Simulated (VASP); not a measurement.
FeB (relaxed from the zinc blende structure, space group F-43m): computed properties

Computed with PBEsol GGA, VASP's PBE PAW potentials (set 64) (plane waves; VASP 6.6.1).

For FeB, the space group is F-43m (216) and the cell is a = 4.3885 Å, b = 4.3885 Å, c = 4.3885 Å, α = 90.00°, β = 90.00°, γ = 90.00°. The volume per atom is 10.56 Å³/atom and the band gap (over mesh and band path) comes out as none (metal, semimetal or under 0.01 eV). The cell moment comes out as 1.00 μB and the density comes out as 5.24 g/cm³.

```yaml
crystal:
  lattice:
    - [0.00000, 2.19423, 2.19423]
    - [2.19423, 0.00000, 2.19423]
    - [2.19423, 2.19423, 0.00000]
  atoms:
    - { symbol: Fe, position: [0.00000, 0.00000, 0.00000], spin: 1.1 }
    - { symbol: B, position: [0.25000, 0.25000, 0.25000], spin: -0.1 }
```

The structure was generated: FeB was put into the zinc blende type (F-43m), which need not be its known phase. It was relaxed first, which changed the volume by -32 %. Symmetry was kept, so distortions that lower it aren't found.
